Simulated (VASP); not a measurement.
The system is SnH2.

```xyz
3
Lattice="0.0000 2.6545 2.6545 2.6545 0.0000 2.6545 2.6545 2.6545 0.0000" Properties=species:S:1:pos:R:3 pbc="T T T"
Sn    0.0000    0.0000    0.0000
H     1.3273    1.3273    1.3273
H     3.9818    3.9818    3.9818
```

The cell was built by a generator and needn't be a form met in nature.

Base run:

```yaml
Program: VASP 6.6.1
Functional: PBE
Potentials_or_basis: VASP PAW PBE potentials, release 64 (Sn_d, H)
Cutoff: 520 eV
k_mesh: 8 × 8 × 8
Occupations: fermi-dirac, width 0.02 eV
Spin: no spin polarisation
```

Its results: band gap on the k mesh none (metal or under the smearing width); pressure 1.2 GPa.

The run is repeated on the same cell with these changes: functional from PBE to r2SCAN; k mesh from 8 × 8 × 8 to 10 × 10 × 10. What comes out?

Band gap on the k mesh none (metal or under the smearing width); pressure 0.4 GPa.

Several settings changed at once, so the effect can't be laid on one alone.

Caveats: the PAW data sets were made with another functional, which shifts forces and pressure a little (some runs).

Not every run made on this cell is shown here.
